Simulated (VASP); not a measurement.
Given:

```yaml
crystal:
  lattice:
    - [0.00000, 2.61704, 2.61704]
    - [2.61704, 0.00000, 2.61704]
    - [2.61704, 2.61704, 0.00000]
  atoms:
    - { symbol: Ta, position: [0.00000, 0.00000, 0.00000] }
    - { symbol: Al, position: [0.50000, 0.50000, 0.50000] }
```

Method: PBEsol GGA, VASP's PBE PAW potentials (set 64) (plane waves; VASP). Run with 400 eV cut-off, 13×13×13 Γ-centred mesh, tetrahedra with Blöchl corrections, potentials Ta_pv Al.

Unless said otherwise, spin-orbit coupling is left out, though it shifts the bands of the heavy elements here.

Q: Estimate the energy per atom (σ→0), band gap (on the k-mesh) with the smallest direct gap where there is one.

A: 
The band gap (on the k-mesh) is none (metal, semimetal or under 0.01 eV) and the energy per atom (σ→0) is -7.781 eV/atom.

Only differences to runs with the same potentials and settings are physical.

The structure was generated: TaAl was put into the rock salt type (Fm-3m), which need not be its known phase. It was relaxed first, which changed the volume by -42 %.
